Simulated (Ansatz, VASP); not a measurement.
## CaB3Sb3 in VASP and in Ansatz

```
Ca B Sb
1.0
     5.12471    0.00000    0.00000
     0.00000    5.12471    0.00000
     0.00000    0.00000    5.12471
Ca B Sb
1 3 3
Direct
  0.50000 0.50000 0.50000
  0.50000 0.50000 0.00000
  0.00000 0.50000 0.50000
  0.50000 0.00000 0.50000
  0.50000 0.00000 0.00000
  0.00000 0.50000 0.00000
  0.00000 0.00000 0.50000
```

Change from the starting cell: species swapped into the Ce3GaBr3 type (Pm-3m, No. 221).

Alike in both runs: functional PBE; k mesh 8 × 8 × 8; occupations gaussian, width 0.1 eV; no spin polarisation.

Ansatz relaxed the structure, and its values are those at the end. VASP's run is a single point on that final structure, the one shown.

```csv
,VASP,Ansatz
version,VASP 6.6.1,Ansatz 0.2.0
potentials or method,"VASP PAW PBE potentials, release 64 (Ca_sv, B, Sb)","scalar-relativistic, plane waves, PAW"
plane-wave cutoff (eV),520,420
valence electrons in the cell,34,64
```

Ansatz gave:

* gap on the k mesh at the Fermi level (eV): none
* pressure (GPa): 0.0

Task: Which values does VASP return?

Result: gap on the k mesh at the Fermi level (eV): none; pressure (GPa): 0.1.

A gap of «none» marks a metal or a gap that the smearing closes. The two sets of potentials don't hold the same shells in valence.

The runs have no spin-orbit coupling, so splittings on Sb are missing.
